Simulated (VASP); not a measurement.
Calculation: PBEsol GGA, VASP's PBE PAW potentials (set 64) (plane waves; VASP 6.6.1).

Input for VASP

### KPOINTS
```
Automatic mesh
0
Gamma
5 3 1
0 0 0
```

**INCAR**
```
SYSTEM  =  BaS(110) slab
LDIPOL  =  .True.
NELM  =  100
LMAXMIX  =  4   ! l cut-off of mixed one-centre charges
DIPOL  =  0.5 0.5 0.5
ENCUT  =  400
NSW  =  50   ! most ionic steps
LASPH  =  .True.   ! aspherical one-centre terms
PREC  =  Normal
IBRION  =  2
GGA  =  PS   ! PBEsol
ISIF  =  2
SIGMA  =  0.05   ! width (eV)
EDIFF  =  1E-5
IDIPOL  =  3
EDIFFG  =  -0.03   ! ionic stop
ISMEAR  =  0   ! Gaussian
NELMIN  =  4
LCHARG  =  .False.
LWAVE  =  .True.
ALGO  =  Normal
LREAL  =  .False.
```

**POSCAR**
```
BaS(110) slab
1
    4.4986495243    -0.0000000000    -0.0000000000
   -0.0000000000     6.3620516368     0.0000000000
    0.0000000000     0.0000000000    23.9316935578
Ba S
4 4
Direct
  0.0000000000   0.0000000000   0.3590160000
  0.5000000000   0.5000000000   0.4530050000
  0.0000000000   0.0000000000   0.5469950000
  0.5000000000   0.5000000000   0.6409840000
  0.5000000000   0.0000000000   0.4530050000
  0.0000000000   0.5000000000   0.3590160000
  0.5000000000   0.0000000000   0.6409840000
  0.0000000000   0.5000000000   0.5469950000
```

POTCAR, in this order: Ba_sv S (PBE.64 set). Program: vasp_std.

The run wrote:

### OSZICAR
```
...
DAV:   8    -0.401990465072E+02    0.15401E+00   -0.23064E-01   624   0.182E+00    0.201E+00
DAV:   9    -0.401122370411E+02    0.86809E-01   -0.12824E-01   624   0.124E+00    0.498E-01
DAV:  10    -0.401066513930E+02    0.55856E-02   -0.16170E-02   624   0.420E-01    0.331E-01
DAV:  11    -0.400986559411E+02    0.79955E-02   -0.47754E-02   536   0.646E-01    0.258E-01
DAV:  12    -0.401016535367E+02   -0.29976E-02   -0.70943E-03   644   0.221E-01    0.199E-01
DAV:  13    -0.401044363510E+02   -0.27828E-02   -0.60766E-04   536   0.957E-02    0.104E-01
DAV:  14    -0.401102142557E+02   -0.57779E-02   -0.23403E-03   510   0.140E-01    0.609E-02
DAV:  15    -0.401115386699E+02   -0.13244E-02   -0.52613E-04   580   0.606E-02    0.352E-02
DAV:  16    -0.401124374716E+02   -0.89880E-03   -0.26390E-04   524   0.478E-02    0.136E-02
DAV:  17    -0.401125996495E+02   -0.16218E-03   -0.37622E-05   456   0.174E-02    0.919E-03
DAV:  18    -0.401128707365E+02   -0.27109E-03   -0.38518E-05   414   0.160E-02    0.897E-03
DAV:  19    -0.401130004825E+02   -0.12975E-03   -0.23749E-05   380   0.978E-03    0.111E-02
DAV:  20    -0.401131208583E+02   -0.12038E-03   -0.90218E-06   380   0.638E-03    0.513E-03
DAV:  21    -0.401132564827E+02   -0.13562E-03   -0.17190E-05   406   0.682E-03    0.442E-03
DAV:  22    -0.401132890344E+02   -0.32552E-04   -0.20001E-06   332   0.300E-03    0.332E-03
DAV:  23    -0.401133026514E+02   -0.13617E-04   -0.16058E-06   312   0.224E-03    0.112E-03
DAV:  24    -0.401133073154E+02   -0.46640E-05   -0.85991E-07   330   0.158E-03
   1 F= -.40113307E+02 E0= -.40113307E+02  d E =-.401133E+02
       N       E                     dE             d eps       ncg     rms          rms(c)
DAV:   1    -0.402044539126E+02   -0.91151E-01   -0.96392E+00   462   0.119E+01    0.167E+00
DAV:   2    -0.402328394464E+02   -0.28386E-01   -0.35357E-01   548   0.265E+00    0.619E-01
DAV:   3    -0.402315672451E+02    0.12722E-02   -0.13656E-02   696   0.434E-01    0.432E-01
DAV:   4    -0.402308773891E+02    0.68986E-03   -0.36591E-03   504   0.216E-01    0.194E-01
DAV:   5    -0.402310087210E+02   -0.13133E-03   -0.65722E-04   564   0.870E-02    0.324E-02
DAV:   6    -0.402310616427E+02   -0.52922E-04   -0.29021E-05   432   0.198E-02    0.190E-02
DAV:   7    -0.402311061357E+02   -0.44493E-04   -0.14178E-05   360   0.150E-02    0.102E-02
DAV:   8    -0.402311303383E+02   -0.24203E-04   -0.76925E-06   340   0.952E-03    0.310E-03
DAV:   9    -0.402311427149E+02   -0.12377E-04   -0.31099E-06   332   0.576E-03    0.317E-03
DAV:  10    -0.402311463996E+02   -0.36846E-05   -0.90003E-07   324   0.284E-03
   2 F= -.40231146E+02 E0= -.40231146E+02  d E =-.117839E+00
       N       E                     dE             d eps       ncg     rms          rms(c)
DAV:   1    -0.401264202527E+02    0.10472E+00   -0.86646E+01   462   0.360E+01    0.717E+00
DAV:   2    -0.404072156642E+02   -0.28080E+00   -0.34438E+00   560   0.830E+00    0.253E+00
DAV:   3    -0.403952809603E+02    0.11935E-01   -0.13147E-01   684   0.141E+00    0.193E+00
DAV:   4    -0.403884855768E+02    0.67954E-02   -0.24473E-02   516   0.571E-01    0.908E-01
DAV:   5    -0.403891321736E+02   -0.64660E-03   -0.90842E-03   530   0.335E-01    0.153E-01
DAV:   6    -0.403896572140E+02   -0.52504E-03   -0.88938E-04   556   0.108E-01    0.783E-02
DAV:   7    -0.403898442230E+02   -0.18701E-03   -0.11456E-04   514   0.398E-02    0.368E-02
DAV:   8    -0.403900469190E+02   -0.20270E-03   -0.93255E-05   402   0.353E-02    0.181E-02
DAV:   9    -0.403900999056E+02   -0.52987E-04   -0.13967E-05   394   0.137E-02    0.439E-03
DAV:  10    -0.403901573316E+02   -0.57426E-04   -0.12248E-05   350   0.902E-03    0.182E-03
DAV:  11    -0.403901834464E+02   -0.26115E-04   -0.51745E-06   346   0.537E-03    0.119E-03
DAV:  12    -0.403901948150E+02   -0.11369E-04   -0.38187E-06   350   0.366E-03    0.606E-04
DAV:  13    -0.403901992851E+02   -0.44701E-05   -0.14044E-06   330   0.230E-03
   3 F= -.40390199E+02 E0= -.40390199E+02  d E =-.276892E+00
       N       E                     dE             d eps       ncg     rms          rms(c)
DAV:   1    -0.403924309720E+02   -0.22362E-02   -0.39150E-01   456   0.173E+00    0.390E-01
DAV:   2    -0.403939472918E+02   -0.15163E-02   -0.18658E-02   536   0.458E-01    0.156E-01
DAV:   3    -0.403938122467E+02    0.13505E-03   -0.57202E-04   624   0.810E-02    0.109E-01
DAV:   4    -0.403936925318E+02    0.11971E-03   -0.58818E-04   482   0.777E-02    0.562E-02
DAV:   5    -0.403936978604E+02   -0.53286E-05   -0.83461E-05   456   0.296E-02
   4 F= -.40393698E+02 E0= -.40393698E+02  d E =-.349858E-02
       N       E                     dE             d eps       ncg     rms          rms(c)
DAV:   1    -0.403916554878E+02    0.20370E-02   -0.12910E+00   456   0.315E+00    0.731E-01
DAV:   2    -0.403966615589E+02   -0.50061E-02   -0.61973E-02   536   0.837E-01    0.295E-01
DAV:   3    -0.403962056981E+02    0.45586E-03   -0.19006E-03   648   0.148E-01    0.207E-01
DAV:   4    -0.403957898470E+02    0.41585E-03   -0.18576E-03   522   0.138E-01    0.107E-01
DAV:   5    -0.403958045457E+02   -0.14699E-04   -0.29917E-04   544   0.539E-02    0.206E-02
DAV:   6    -0.403957918433E+02    0.12702E-04   -0.52439E-05   440   0.247E-02    0.112E-02
DAV:   7    -0.403957865537E+02    0.52897E-05   -0.20354E-05   432   0.145E-02
   5 F= -.40395787E+02 E0= -.40395787E+02  d E =-.558727E-02
       N       E                     dE             d eps       ncg     rms          rms(c)
DAV:   1    -0.403966975691E+02   -0.90573E-03   -0.66502E-01   468   0.287E+00    0.348E-01
DAV:   2    -0.403986407801E+02   -0.19432E-02   -0.23079E-02   510   0.612E-01    0.151E-01
DAV:   3    -0.403986137367E+02    0.27043E-04   -0.90241E-04   684   0.108E-01    0.945E-02
DAV:   4    -0.403985504078E+02    0.63329E-04   -0.34747E-04   522   0.619E-02    0.572E-02
DAV:   5    -0.403985561019E+02   -0.56941E-05   -0.54824E-05   480   0.244E-02
   6 F= -.40398556E+02 E0= -.40398556E+02  d E =-.276955E-02
       N       E                     dE             d eps       ncg     rms          rms(c)
DAV:   1    -0.403856999197E+02    0.12850E-01   -0.60015E+00   456   0.863E+00    0.112E+00
DAV:   2    -0.404033424456E+02   -0.17643E-01   -0.21010E-01   504   0.185E+00    0.482E-01
DAV:   3    -0.404031416021E+02    0.20084E-03   -0.82855E-03   690   0.328E-01    0.307E-01
DAV:   4    -0.404025800026E+02    0.56160E-03   -0.29210E-03   546   0.182E-01    0.182E-01
DAV:   5    -0.404026281072E+02   -0.48105E-04   -0.51533E-04   560   0.724E-02    0.771E-02
DAV:   6    -0.404026213958E+02    0.67114E-05   -0.15495E-05   392   0.137E-02
   7 F= -.40402621E+02 E0= -.40402621E+02  d E =-.683484E-02
       N       E                     dE             d eps       ncg     rms          rms(c)
DAV:   1    -0.404023365464E+02    0.29156E-03   -0.11935E-01   474   0.122E+00    0.135E-01
DAV:   2    -0.404026993695E+02   -0.36282E-03   -0.42915E-03   516   0.262E-01    0.750E-02
DAV:   3    -0.404026950172E+02    0.43523E-05   -0.16640E-04   640   0.462E-02    0.492E-02
DAV:   4    -0.404026821948E+02    0.12822E-04   -0.76789E-05   440   0.293E-02    0.295E-02
DAV:   5    -0.404026840832E+02   -0.18884E-05   -0.12860E-05   384   0.126E-02
   8 F= -.40402684E+02 E0= -.40402684E+02  d E =-.689753E-02
       N       E                     dE             d eps       ncg     rms          rms(c)
DAV:   1    -0.404025820819E+02    0.10011E-03   -0.11209E-01   468   0.101E+00    0.205E-01
DAV:   2    -0.404029986930E+02   -0.41661E-03   -0.50049E-03   530   0.250E-01    0.760E-02
DAV:   3    -0.404029678747E+02    0.30818E-04   -0.17432E-04   584   0.444E-02    0.496E-02
DAV:   4    -0.404029436723E+02    0.24202E-04   -0.17899E-04   420   0.427E-02    0.254E-02
DAV:   5    -0.404029458620E+02   -0.21898E-05   -0.23851E-05   432   0.168E-02
   9 F= -.40402946E+02 E0= -.40402946E+02  d E =-.261779E-03
```

OUTCAR:
```
------------------------ aborting loop because EDIFF is reached ----------------------------------------
  FORCE on cell =-STRESS in cart. coord.  units (eV):
  Direction    XX          YY          ZZ          XY          YZ          ZX
  --------------------------------------------------------------------------------------
  Total        2.7198798     -5.1077027     -0.0069266      0.0000000      0.0000000      0.0000000
  in kB        6.3622029    -11.9476753     -0.0162025      0.0000000      0.0000000      0.0000000
  external PRESSURE =      -1.8672249 kB  Pullay stress =       0.0000000 kB
  volume of cell :      684.94
      direct lattice vectors                 reciprocal lattice vectors
     4.498649524  0.000000000  0.000000000     0.222288932  0.000000000  0.000000000
     0.000000000  6.362051637  0.000000000     0.000000000  0.157182000  0.000000000
     0.000000000  0.000000000 23.931693558     0.000000000  0.000000000  0.041785593
 POSITION                                       TOTAL-FORCE (eV/Angst)
 -----------------------------------------------------------------------------------
      0.00000      0.00000      8.71489         0.000000      0.000000     -0.009557
      2.24932      3.18103     10.76512         0.000000      0.000000      0.000974
      0.00000      0.00000     13.16657         0.000000      0.000000     -0.000974
      2.24932      3.18103     15.21681         0.000000      0.000000      0.009557
      2.24932      0.00000     10.70953         0.000000      0.000000      0.003590
      0.00000      3.18103      8.74640         0.000000      0.000000      0.000833
      2.24932      0.00000     15.18529         0.000000      0.000000     -0.000833
      0.00000      3.18103     13.22217         0.000000      0.000000     -0.003590
 -----------------------------------------------------------------------------------
    total drift:                               -0.000000      0.000000      0.000000
  FREE ENERGIE OF THE ION-ELECTRON SYSTEM (eV)
  ---------------------------------------------------
  free  energy   TOTEN  =       -40.4029458620 eV

  energy  without entropy=      -40.4029458620  energy(sigma->0) =      -40.40294586

 reached required accuracy - stopping structural energy minimisation
```
(Selected blocks of OUTCAR.)

File CONTCAR:
```
BaS(110) slab
   1.00000000000000
     4.4986495243000002    0.0000000000000000    0.0000000000000000
     0.0000000000000000    6.3620516368000004    0.0000000000000000
     0.0000000000000000    0.0000000000000000   23.9316935577999992
  Ba              S
     4     4
Direct
     0.0000000000000000    0.0000000000000000    0.3641567183546507
     0.5000000000000000    0.5000000000000000    0.4498271185838568
     0.0000000000000000    0.0000000000000000    0.5501728814161432
     0.5000000000000000    0.5000000000000000    0.6358432816453491
     0.5000000000000000    0.0000000000000000    0.4475039594079720
     0.0000000000000000    0.5000000000000000    0.3654736545803730
     0.5000000000000000    0.0000000000000000    0.6345263454196268
     0.0000000000000000    0.5000000000000000    0.5524960405920279
```

The cell is a thin slab with vacuum, built from BaS (rock salt): (110) face.
